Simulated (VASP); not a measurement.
Wanted: the native input for a VASP 6.6.1 run.

| Item | Value |
| --- | --- |
| Task | relaxation of cell and atoms |
| Functional | PBE |
| Potentials or basis | VASP PAW PBE potentials, release 64 (Zr_sv, Al, B, N) |
| Cutoff | 520 eV |
| k mesh | 6 × 6 × 6 |
| Occupations | gaussian, width 0.1 eV |
| Spin | no spin polarisation |
| Further INCAR settings | ALGO = Normal; EDIFF = 1e-06; IBRION = 2; EDIFFG = -0.01; NSW = 90; ISIF = 3 |

The structure of ZrAl3B3N lies in POSCAR:

```
ZrAl3B3N
1.0
    3.2199559200      1.8590424200      3.0810000000
   -3.2199559200      1.8590424200      3.0810000000
    0.0000000000     -3.7180848300      3.0810000000
Zr Al B N
1 3 3 1
Direct
    0.0109271900      0.0109271900      0.0109271900
    0.4911008100      0.4911008100      0.0629136100
    0.0629136100      0.4911008100      0.4911008100
    0.4911008100      0.0629136100      0.4911008100
    0.6636763100      0.6636763100      0.3863766900
    0.3863766900      0.6636763100      0.6636763100
    0.6636763100      0.3863766900      0.6636763100
    0.2302282800      0.2302282800      0.2302282800
```

The cell was built by a generator and needn't be a form met in nature.

These files were run (other wordings do the same):

INCAR

```
SYSTEM = ZrAl3B3N
PREC     = Accurate       ! precision mode
ENCUT    = 520            ! plane-wave cutoff, eV
EDIFF    = 1E-6           ! SCF threshold, eV
ISMEAR   = 0              ! smearing method
SIGMA    = 0.1            ! smearing width, eV
LREAL    = .False.        ! projectors in reciprocal space
LASPH    = .True.         ! aspherical terms in the spheres
NELM     = 120            ! most SCF steps
ALGO     = Normal         ! electronic algorithm
ISIF     = 3              ! what is computed and relaxed
LWAVE    = .False.        ! write WAVECAR
LCHARG   = .False.        ! write CHGCAR
GGA      = PE             ! functional
IBRION   = 2              ! ionic algorithm
NSW      = 90             ! ionic steps
EDIFFG   = -0.01          ! ionic threshold
KPAR     = 4
```

KPOINTS

```
regular mesh
0
Gamma
  6 6 6
  0 0 0
```

Potentials or basis: VASP PAW PBE potentials, release 64 (Zr_sv, Al, B, N).

Run with:

```console
$ cat potpaw_PBE.64/Zr_sv/POTCAR potpaw_PBE.64/Al/POTCAR potpaw_PBE.64/B/POTCAR potpaw_PBE.64/N/POTCAR > POTCAR
$ mpirun -np 4 vasp_std > vasp.out
```

Results of the run:

* Relaxed volume: 13.84 Å³/atom
* Relaxed cell: a = 4.833 Å, b = 4.833 Å, c = 4.833 Å, α = 83.15°, β = 83.15°, γ = 83.15°
* Space group after relaxing (to 0.05 Å): R3m (No. 160)
* Energy gained by relaxing: 0.4 meV/atom
* Ionic steps: 16
* Pressure after relaxing: 0.0 GPa
* Largest force after relaxing: 0.003 eV/Å
* Band gap on the k mesh: none (metal or under the smearing width)

Run time: 4 min on 4 MPI ranks on Intel(R) Xeon(R) Platinum 8375C CPU @ 2.90GHz (Ice Lake), on a shared host, peak memory 0.26 GiB a rank.
